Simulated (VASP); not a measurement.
Method: LDA (Ceperley-Alder, Perdew-Zunger), VASP's LDA PAW potentials (set 64) (plane waves; VASP).

VASP input:

INCAR:
```
# general
SYSTEM  = PbSe
PREC    = Accurate
ENCUT   = 500
LREAL   = .FALSE.
LASPH   = .TRUE.

# electronic loop
EDIFF   = 1E-6
NELM    = 100
ALGO    = Normal
LMAXMIX = 4

# smearing
ISMEAR  = 0
SIGMA   = 0.05

# ions
IBRION  = 2
NSW     = 40
ISIF    = 3
EDIFFG  = -0.02
PSTRESS = 50

# output
LWAVE   = .FALSE.
LCHARG  = .FALSE.
```

### POSCAR
```
PbSe
1
    0.0000000000     3.0214709617     3.0214709617
    3.0214709617     0.0000000000     3.0214709617
    3.0214709617     3.0214709617     0.0000000000
Pb Se
1 1
Direct
  0.0000000000   0.0000000000   0.0000000000
  0.5000000000   0.5000000000   0.5000000000
```

File KPOINTS:
```
Regular mesh
0
Gamma
 8 8 8
```

POTCAR, in this order: Pb_d Se (LDA.64 set). Program: vasp_std.

Question: What will the output report for the number of irreducible k-points (NKPTS), largest plane-wave count, number of space-group operations, FFT grid (NGX, NGY, NGZ)?

Answer: 
```
Item                                           Value
--------------------------------------  ------------
number of irreducible k-points (NKPTS)            29
largest plane-wave count                        1424
number of space-group operations                  48
FFT grid (NGX, NGY, NGZ)                32 × 32 × 32
```

The compound is PbSe in the rock salt structure. This run relaxes it under an external pressure of 5 GPa. Symmetry was kept, so distortions that lower it aren't found.
